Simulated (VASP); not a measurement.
# Y2CF2 (P-3m1) in VASP: a series of runs

The runs below take Y2CF2 through relaxation of cell and atoms, with PBE.

All numbers are computed with VASP 6.6.1; they aren't measurements. Logs are shortened: lines on timing, memory, paths and dates and some standing lists are left out, and cuts for length are marked.

### 1 The structure

It takes space group P-3m1 (No. 164, trigonal). Conventional cell: a = 3.665 Å, b = 3.665 Å, c = 6.297 Å, α = 90.00°, β = 90.00°, γ = 120.00°. Y (site symmetry 3m) is surrounded by 4 F at 2.41 to 2.45 Å and 3 C at 2.51 Å. C (site symmetry -3m) is surrounded by 6 Y at 2.51 Å. F (site symmetry 3m) has 4 Y at 2.41 to 2.45 Å and 3 F at 2.48 Å as nearest neighbours.

The cell comes from a database or a generator and needn't be the stable form of this composition.

### 2 Relaxation of cell and atoms, PBE

INCAR

```
PREC = Accurate
ENCUT = 300
EDIFF = 1E-6
ISMEAR = 0
SIGMA = 0.03
LREAL = False
LASPH = True
NELM = 80
ALGO = Normal
ISIF = 3
LWAVE = False
LCHARG = False
GGA = PE
IBRION = 2
NSW = 90
EDIFFG = -0.01
```

KPOINTS

```
regular mesh
0
Gamma
  5 5 2
```

POSCAR

```
Y2CF2
1.0
    3.6651000000      0.0000000000      0.0000000000
   -1.8325500000      3.1740697100      0.0000000000
    0.0000000000      0.0000000000      6.2969700000
Y C F
2 1 2
Direct
    0.3333333300      0.6666666700      0.2145000000
    0.6666666700      0.3333333300      0.7855000000
    0.0000000000      0.0000000000      0.0000000000
    0.3333333300      0.6666666700      0.6031000000
    0.6666666700      0.3333333300      0.3969000000
```

Potentials or basis: VASP PAW PBE potentials, release 64 (Y_sv, C_s, F_s).

Run with:

```bash
> cat potpaw_PBE.64/Y_sv/POTCAR potpaw_PBE.64/C_s/POTCAR potpaw_PBE.64/F_s/POTCAR > POTCAR
> mpirun -np 1 vasp_std > vasp.out
```

OUTCAR:

```text
PREC = Accurate
   ENCUT = 300
   EDIFF = 1E-6
   ISMEAR = 0
   LREAL = False
   LASPH = True
   NELM = 80
   ISIF = 3
   GGA = PE
   IBRION = 2
   NSW = 90
   EDIFFG = -0.01

 ion  position               nearest neighbor table
   1  0.333  0.667  0.215-   5 2.41   5 2.41   5 2.41   4 2.45   3 2.51   3 2.51   3 2.51   2 3.43
                             2 3.43   2 3.43   2 4.17   2 4.17   2 4.17
   2  0.667  0.333  0.785-   4 2.41   4 2.41   4 2.41   5 2.45   3 2.51   3 2.51   3 2.51   1 3.43
                             1 3.43   1 3.43   1 4.17   1 4.17   1 4.17
   3  0.000  0.000  0.000-   1 2.51   2 2.51   2 2.51   1 2.51   2 2.51   1 2.51
   4  0.333  0.667  0.603-   2 2.41   2 2.41   2 2.41   1 2.45
   5  0.667  0.333  0.397-   1 2.41   1 2.41   1 2.41   2 2.45

  LATTYP: Found a hexagonal cell.
 ALAT       =     3.6651000000
 C/A-ratio  =     1.7180895474

  Lattice vectors:

 A1 = (   3.6651000000,   0.0000000000,   0.0000000000)
 A2 = (  -1.8325500000,   3.1740697100,   0.0000000000)
 A3 = (   0.0000000000,   0.0000000000,   6.2969700000)

Analysis of symmetry for initial positions (statically):
=====================================================================
 Subroutine PRICEL returns:
 Original cell was already a primitive cell.

 Routine SETGRP: Setting up the symmetry group for a
 hexagonal supercell.

 Subroutine GETGRP returns: Found 12 space group operations
 (whereof 12 operations were pure point group operations)
 out of a pool of 24 trial point group operations.

The static configuration has the point symmetry D_3d.

Analysis of symmetry for dynamics (positions and initial velocities):
=====================================================================
 Subroutine PRICEL returns:
 Original cell was already a primitive cell.

 Routine SETGRP: Setting up the symmetry group for a
 hexagonal supercell.

 Subroutine GETGRP returns: Found 12 space group operations
 (whereof 12 operations were pure point group operations)
 out of a pool of 24 trial point group operations.

The dynamic configuration has the point symmetry D_3d.

 Subroutine INISYM returns: Found 12 space group operations
 (whereof 12 operations are pure point group operations),
 and found     1 'primitive' translations

----------------------------------------------------------------------------------------

                                     Primitive cell

  volume of cell :      73.2544

  direct lattice vectors                    reciprocal lattice vectors
     3.665100000  0.000000000  0.000000000     0.272843851  0.157526471  0.000000000
    -1.832550000  3.174069710  0.000000000     0.000000000  0.315052942  0.000000000
     0.000000000  0.000000000  6.296970000     0.000000000  0.000000000  0.158806537

  length of vectors
     3.665100000  3.665100002  6.296970000     0.315052942  0.315052942  0.158806537

  position of ions in fractional coordinates (direct lattice)
     0.333333330  0.666666670  0.214500000
     0.666666670  0.333333330  0.785500000
     0.000000000  0.000000000  0.000000000
     0.333333330  0.666666670  0.603100000
     0.666666670  0.333333330  0.396900000

  ion indices of the primitive-cell ions
   primitive index   ion index
                 1           1
                 2           2
                 3           3
                 4           4
                 5           5

----------------------------------------------------------------------------------------

 KPOINTS: regular mesh

Automatic generation of k-mesh.
 Grid dimensions read from file:
 generate k-points for:    5    5    2

 Generating k-lattice:

  Cartesian coordinates                     Fractional coordinates (reciprocal lattice)
     0.054568770  0.031505294  0.000000000     0.200000000 -0.000000000  0.000000000
     0.000000000  0.063010588  0.000000000     0.000000000  0.200000000  0.000000000
     0.000000000  0.000000000  0.079403269     0.000000000  0.000000000  0.500000000

  Length of vectors
     0.063010588  0.063010588  0.079403269

  Shift w.r.t. Gamma in fractional coordinates (k-lattice)
     0.000000000  0.000000000  0.000000000

 Subroutine IBZKPT returns following result:
 ===========================================

 Found     10 irreducible k-points:

 Following reciprocal coordinates:
            Coordinates               Weight
  0.000000  0.000000  0.000000      1.000000
  0.200000 -0.000000  0.000000      6.000000
  0.400000 -0.000000  0.000000      6.000000
  0.200000  0.200000  0.000000      6.000000
  0.400000  0.200000  0.000000      6.000000
  0.000000  0.000000  0.500000      1.000000
  0.200000 -0.000000  0.500000      6.000000
  0.400000 -0.000000  0.500000      6.000000
  0.200000  0.200000  0.500000      6.000000
  0.400000  0.200000  0.500000      6.000000
   k-points           NKPTS =     10   k-points in BZ     NKDIM =     10   number of bands    NBANDS=     24
   number of dos      NEDOS =    301   number of ions     NIONS =      5
   total plane-waves  NPLWV =  20736
   dimension x,y,z NGX =    24 NGY =   24 NGZ =   36
   dimension x,y,z NGXF=    48 NGYF=   48 NGZF=   72
   ions per type =               2   1   2
   NGX,Y,Z   is equivalent  to a cutoff of  10.89, 10.89,  9.50 a.u.
   NGXF,Y,Z  is equivalent  to a cutoff of  21.77, 21.77, 19.01 a.u.
 SYSTEM =  unknown system
   PREC   = accura    normal or accurate (medium, high low for compatibility)
   ISTART =      0    job   : 0-new  1-cont  2-samecut
   ICHARG =      2    charge: 1-file 2-atom 10-const
   ISPIN  =      1    spin polarized calculation?
   LNONCOLLINEAR =      F non collinear calculations
   LSORBIT =      F    spin-orbit coupling
   LASPH  =      T    aspherical Exc in radial PAW
   ENCUT  =  300.0 eV  22.05 Ry    4.70 a.u.   5.18  5.18  8.89*2*pi/ulx,y,z
   NELM   =     80;   NELMIN=  2; NELMDL= -5     # of ELM steps
   EDIFF  = 0.1E-05   stopping-criterion for ELM
   LREAL  =      F    real-space projection
   EDIFFG = -.1E-01   stopping-criterion for IOM
   NSW    =     90    number of steps for IOM
   IBRION =      2    ionic relax: 0-MD 1-quasi-New 2-CG
   NFREE  =      1    steps in history (QN), initial steepest desc. (CG)
   ISIF   =      3    stress and relaxation
   ISYM   =      2    0-nonsym 1-usesym 2-fastsym
   POTIM  = 0.5000    time-step for ionic-motion
   TEBEG  =    0.0;   TEEND  =   0.0 temperature during run
   PSTRESS=    0.0 pullay stress
   NELECT =      40.0000    total number of electrons
   NUPDOWN=      -1.0000    fix difference up-down
   EMIN   =  10.00;   EMAX   =-10.00  energy-range for DOS
   EFERMI =   0.00;   METHOD = LEGACY
   ISMEAR =     0;   SIGMA  =   0.03  broadening in eV -4-tet -1-fermi 0-gaus
   EFERMI_NEDOS =   21; number of points for ismear=-14 and -15
   IALGO  =     38    algorithm
   IMIX   =      4    mixing-type and parameters
     AMIX     =   0.40;   BMIX     =  1.00
     AMIX_MAG =   1.60;   BMIX_MAG =  1.00
  volume/ion in A,a.u.               =      14.65        98.87
  Fermi-wavevector in a.u.,A,eV,Ry     =   1.338084  2.528613 24.360823  1.790470
  Thomas-Fermi vector in A             =   2.466583
   LORBIT       =      0    0 simple, 1 ext, 2 COOP (PROOUT), +10 PAW based schemes
   GGA     = PE    functional components
   LHFCALC =     F    Hartree Fock is set to
   AEXX    =    0.0000 exact exchange contribution
   IVDW    =     0    specifies the selected vdW correction
   LEPSILON=     F    determine dielectric tensor
   LRPA    =     F    only Hartree local field effects (RPA)
 conjugate gradient relaxation of ions
 non-spin polarized calculation
 Gauss-broadening in eV      SIGMA  =   0.03
  energy-cutoff  :      300.00
  volume of cell :       73.25
 maximum number of plane-waves:       881
 NGX is ok and might be reduce to    24
   NGX = 11   NGY = 11   NGZ = 17

--------------------------------------- Ionic step        1  -------------------------------------------

 number of electron      39.9999987 magnetization

 Free energy of the ion-electron system (eV)
  ---------------------------------------------------
  ext. energy  EPLUGINS =         0.00000000
  ---------------------------------------------------
  free energy    TOTEN  =       -37.83561659 eV

  energy without entropy =      -37.83561659  energy(sigma->0) =      -37.83561659

------------------------ aborting loop because EDIFF is reached ----------------------------------------

  FORCE on cell =-STRESS in cart. coord.  units (eV):
  Direction    XX          YY          ZZ          XY          YZ          ZX
  --------------------------------------------------------------------------------------
  -------------------------------------------------------------------------------------
  Total        0.0041331      0.0041331      0.1694616      0.0000000      0.0000000      0.0000000
  in kB        0.0903961      0.0903961      3.7063623      0.0000000      0.0000000      0.0000000
  external PRESSURE =       1.2957182 kB  Pullay stress =       0.0000000 kB

 VOLUME and BASIS-vectors are now :
 -----------------------------------------------------------------------------
  energy-cutoff  :      300.00
  volume of cell :       73.25
      direct lattice vectors                 reciprocal lattice vectors
     3.665100000  0.000000000  0.000000000     0.272843851  0.157526471  0.000000000
    -1.832550000  3.174069710  0.000000000     0.000000000  0.315052942  0.000000000
     0.000000000  0.000000000  6.296970000     0.000000000  0.000000000  0.158806537

 POSITION                                       TOTAL-FORCE (eV/Angst)
 -----------------------------------------------------------------------------------
     -0.00000      2.11605      1.35070        -0.000000      0.000000     -0.011725
      1.83255      1.05802      4.94627        -0.000000      0.000000      0.011725
      0.00000      0.00000      0.00000         0.000000      0.000000     -0.000000
     -0.00000      2.11605      3.79770        -0.000000      0.000000      0.527984
      1.83255      1.05802      2.49927         0.000000     -0.000000     -0.527984
 -----------------------------------------------------------------------------------
    total drift:                                0.000000      0.000000      0.000000

  FREE ENERGIE OF THE ION-ELECTRON SYSTEM (eV)
  ---------------------------------------------------
  free  energy   TOTEN  =       -37.8356165888 eV
[... 260 lines left out ...]
 POSITION                                       TOTAL-FORCE (eV/Angst)
 -----------------------------------------------------------------------------------
     -0.00000      2.10769      1.34903        -0.000000      0.000000     -0.017106
      1.82531      1.05385      5.02650         0.000000     -0.000000      0.017106
     -1.82531      3.16154      6.37553         0.000000     -0.000000      0.000000
     -0.00000      2.10769      3.92163         0.000000     -0.000000      0.005083
      1.82531      1.05385      2.45389        -0.000000      0.000000     -0.005083
 -----------------------------------------------------------------------------------
    total drift:                                0.000000      0.000000     -0.000000

  FREE ENERGIE OF THE ION-ELECTRON SYSTEM (eV)
  ---------------------------------------------------
  free  energy   TOTEN  =       -37.8755561261 eV

  energy  without entropy=      -37.8755561261  energy(sigma->0) =      -37.87555613

--------------------------------------- Ionic step        9  -------------------------------------------

 number of electron      40.0000013 magnetization

 Free energy of the ion-electron system (eV)
  ---------------------------------------------------
  ext. energy  EPLUGINS =         0.00000000
  ---------------------------------------------------
  free energy    TOTEN  =       -37.87562074 eV

  energy without entropy =      -37.87562074  energy(sigma->0) =      -37.87562074

 E-fermi :   4.1637     XC(G=0): -10.5168

 val. band max:        3.9960073328   @ k =   0.0000   0.0000   0.5000
 cond. band min:       5.2854748127   @ k =   0.4000  -0.0000   0.0000
 fundamental gap:      1.2894674799
 Fermi energy:         4.1636993212

 k-point     1 :       0.0000    0.0000    0.0000
  band No.  band energies     occupation
      1     -37.5579      2.00000
      2     -37.4903      2.00000
      3     -21.1602      2.00000
      4     -20.3154      2.00000
      5     -17.4531      2.00000
      6     -17.4036      2.00000
[... 16 lines left out ...]
     23       7.1732      0.00000
     24       8.0497      0.00000

 k-point     2 :       0.2000   -0.0000    0.0000
  band No.  band energies     occupation
      1     -37.5368      2.00000
      2     -37.4804      2.00000
      3     -21.1233      2.00000
      4     -20.4537      2.00000
      5     -17.7300      2.00000
      6     -17.4587      2.00000
[... 245 lines left out ...]
 VOLUME and BASIS-vectors are now :
 -----------------------------------------------------------------------------
  energy-cutoff  :      300.00
  volume of cell :       73.65
      direct lattice vectors                 reciprocal lattice vectors
     3.653114986 -0.000000000 -0.000000000     0.273738988  0.158043278 -0.000000000
    -1.826557493  3.163690383  0.000000000     0.000000000  0.316086557  0.000000000
     0.000000000 -0.000000000  6.372414537     0.000000000 -0.000000000  0.156926389

 POSITION                                       TOTAL-FORCE (eV/Angst)
 -----------------------------------------------------------------------------------
     -0.00000      2.10913      1.34823        -0.000000      0.000000     -0.002669
      1.82656      1.05456      5.02418         0.000000     -0.000000      0.002669
      0.00000     -0.00000     -0.00000         0.000000     -0.000000     -0.000000
     -0.00000      2.10913      3.91909         0.000000     -0.000000      0.009976
      1.82656      1.05456      2.45332        -0.000000      0.000000     -0.009976
 -----------------------------------------------------------------------------------
    total drift:                               -0.000000      0.000000     -0.000000

  FREE ENERGIE OF THE ION-ELECTRON SYSTEM (eV)
  ---------------------------------------------------
  free  energy   TOTEN  =       -37.8756207444 eV

  energy  without entropy=      -37.8756207444  energy(sigma->0) =      -37.87562074

 reached required accuracy - stopping structural energy minimisation
```

It took 98 s on 1 thread of AMD EPYC 7R13 (Zen 3), shared host; peak memory 0.14 GiB.

The run converged, but some of its settings lie outside the range that counts as converged, so its numbers aren't taken as properties of the crystal.

What came out:

| Quantity | Value |
| --- | --- |
| Free energy | -37.8756 eV |
| Relaxed volume | 14.73 Å³/atom |
| Relaxed cell | a = 3.653 Å, b = 3.653 Å, c = 6.372 Å, α = 90.00°, β = 90.00°, γ = 120.00° |
| Space group after relaxing (to 0.05 Å) | P-3m1 (No. 164) |
| Energy gained by relaxing | 8.0 meV/atom |
| Ionic steps | 9 |
| Largest force after relaxing | 0.010 eV/Å |
| Band gap on the k mesh | 1.29 eV, indirect (least direct gap 1.43 eV) |

Caveat: the k mesh is coarse (spacing up to 0.50 Å⁻¹), so the values aren't converged; the cutoff is under 1.25 times the usual one of these potentials, so pressure, stress and relaxed cells hold a basis-set (Pulay) error; an odd mesh through Γ misses points on the zone boundary, where band edges often lie.

(Continued in part 2 of 2.)
